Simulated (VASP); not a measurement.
Data:

```
Be4STe3
1.0
    5.47308     0.00000     0.00000
    0.00000     5.47308     0.00000
    0.00000     0.00000     5.47308
Be Te S
4 3 1
Direct
  0.01847   0.98153   0.98153
  0.48153   0.51847   0.98153
  0.48153   0.98153   0.51847
  0.01847   0.51847   0.51847
  0.25000   0.25000   0.25000
  0.75000   0.75000   0.25000
  0.75000   0.25000   0.75000
  0.25000   0.75000   0.75000
```

All values below come from PBE GGA, VASP's PBE PAW potentials (set 64) (plane waves; VASP). Run with 400 eV cut-off, Gaussian smearing of 0.050 eV, potentials Be Te S.

Unless said otherwise, spin-orbit coupling is left out, though it shifts the bands of the heavy elements here.

Problem. Give the energies of bands 7 to 20 at the high-symmetry points, in eV from the valence-band maximum.

Solution. 
```json
[
 {"band": "7", "Γ": "-5.29", "X": "-4.04", "M": "-4.68", "R": "-5.84"},
 {"band": "8", "Γ": "-3.23", "X": "-3.90", "M": "-4.30", "R": "-5.38"},
 {"band": "9", "Γ": "-3.23", "X": "-3.90", "M": "-3.83", "R": "-2.27"},
 {"band": "10", "Γ": "-3.23", "X": "-3.22", "M": "-3.17", "R": "-2.27"},
 {"band": "11", "Γ": "-2.49", "X": "-3.04", "M": "-3.17", "R": "-2.27"},
 {"band": "12", "Γ": "-2.49", "X": "-2.53", "M": "-2.81", "R": "-0.83"},
 {"band": "13", "Γ": "-2.49", "X": "-2.23", "M": "-1.88", "R": "-0.83"},
 {"band": "14", "Γ": "0.00", "X": "-2.23", "M": "-1.88", "R": "-0.83"},
 {"band": "15", "Γ": "0.00", "X": "-1.26", "M": "-0.97", "R": "-0.45"},
 {"band": "16", "Γ": "0.00", "X": "-1.26", "M": "-0.54", "R": "-0.45"},
 {"band": "17", "Γ": "1.88", "X": "2.69", "M": "3.29", "R": "2.34"},
 {"band": "18", "Γ": "1.88", "X": "2.87", "M": "4.09", "R": "3.62"},
 {"band": "19", "Γ": "2.04", "X": "4.20", "M": "4.28", "R": "3.62"},
 {"band": "20", "Γ": "2.92", "X": "4.55", "M": "4.28", "R": "3.62"}
]
```

The gap is direct, 1.88 eV, from the valence maximum at Γ to the conduction minimum at Γ.

The structure was generated: Be4STe3 was put into an ordered model structure (P-43m), which need not be its known phase. It was relaxed first.
